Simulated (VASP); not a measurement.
A run of VASP 6.6.1 is set up as follows.

File INCAR:

```
SYSTEM = MnIn11As12
PREC = Accurate ; ENCUT = 350
EDIFF = 1E-5 ; ISMEAR = 0
SIGMA = 0.03 ; LREAL = Auto
LASPH = .TRUE. ; NELM = 120
ALGO = Normal ; ISIF = 2
LWAVE = .FALSE. ; LCHARG = .FALSE.
ISPIN = 2 ; MAGMOM = 4 0 0 0 0 0 0 0 0 0 0 0 0 0 0 0 0 0 0 0 0 0 0 0
LORBIT = 11 ; NUPDOWN = 4
LMAXMIX = 4 ; LDAU = .TRUE.
LDAUTYPE = 2 ; LDAUL = 2 -1 -1
LDAUU = 3.5 0 0 ; LDAUJ = 0 0 0
LDAUPRINT = 1 ; GGA = PS
ISYM = 0
```

Contents of KPOINTS:

```
Automatic mesh
0
G
  2 3 3
  0 0 0
```

The input POSCAR:

```
MnIn11As12                              
1.0
    0.0000000000      9.0870000000      9.0870000000
    6.0580000000      0.0000000000      6.0580000000
    6.0580000000      6.0580000000      0.0000000000
  Mn              In              As            
     1    11    12
Direct
     0.0007394692045569    0.0005139464997697    0.9989236872679456
     0.0022548591339791    0.0019528437463124    0.4983136725807635
     0.0027168698038575    0.4972374300141095    0.0019872009239870
     0.0018907145960270    0.4982728550887454    0.4960152000839403
     0.3310749929299384    0.9995439210295362    0.0008766237340515
     0.3313621071038940    0.0010967155898606    0.4983171946799432
     0.3315784771922404    0.5023828166538321    0.9993935667621129
     0.3323366983402285    0.4995052755867050    0.5009797176941382
     0.6680477945803255    0.0023525592468603    0.0026933409405118
     0.6670091472547590    0.0021665742552928    0.4976648795123144
     0.6688220441446885    0.4954538037059549    0.0013440771110855
     0.6685830862036654    0.4989966819403980    0.4994898704931391
     0.0811517997963950    0.1207205933720098    0.1219436535204007
     0.0818771233123042    0.1214639573476803    0.6358210277152909
     0.0822048555817859    0.6373783731349213    0.1192987647295799
     0.0824408808220147    0.6252477864582121    0.6253180539152977
     0.4175453613172774    0.1257246778875324    0.1222157360485533
     0.4168185274280001    0.1236576616067958    0.6246885218889231
     0.4183097168854154    0.6233707127721266    0.1250069210678110
     0.4182265721358472    0.6245715758543722    0.6231364476498457
     0.7606315221735948    0.1199614752869656    0.1223825283031281
     0.7517357890824033    0.1233828692420891    0.6261916364055071
     0.7520356172049760    0.6254996789934377    0.1237150483471192
     0.7514899737718217    0.6253432146864594    0.6246906286246265
```

Potentials or basis: VASP PAW PBE potentials, release 64 (Mn_pv, In_d, As).

Command:

```bash
$ cat potpaw_PBE.64/Mn_pv/POTCAR potpaw_PBE.64/In_d/POTCAR potpaw_PBE.64/As/POTCAR > POTCAR
$ mpirun -np 1 vasp_std > vasp.out
```

What does it give for the pressure?

0.0 GPa.

Estimate the largest force.

0.109 eV/Å.

Forces on the atoms (eV/Å):
```
Mn  -0.029  0.056  0.050
In  -0.013  0.029  0.075
In   0.000  0.073  0.028
In  -0.064  0.031  0.025
In   0.012  0.044  0.047
In  -0.006  0.027  0.027
In  -0.024  0.037  0.009
In  -0.013  0.027  0.028
In  -0.016  0.060  0.044
In  -0.038  0.036  0.031
In  -0.016  0.039  0.035
In  -0.007  0.014  0.028
As  -0.011 -0.053 -0.041
As   0.035 -0.029 -0.044
As   0.043 -0.047 -0.041
As  -0.003 -0.009 -0.004
As   0.027 -0.025 -0.040
As   0.005 -0.035 -0.026
As   0.008 -0.046 -0.031
As   0.035 -0.030 -0.025
As   0.022 -0.087 -0.061
As   0.018 -0.044 -0.035
As   0.009 -0.041 -0.044
As   0.025 -0.025 -0.035
```

Caveat: the PAW data sets were made with another functional, which shifts forces and pressure a little; the total moment is fixed, so each spin has its own Fermi level; only a ferromagnetic start was run, and an antiferromagnetic order may lie lower in energy; the U is typed as a test and isn't derived for this compound. The state reached can hang on the start; a lower one may exist.
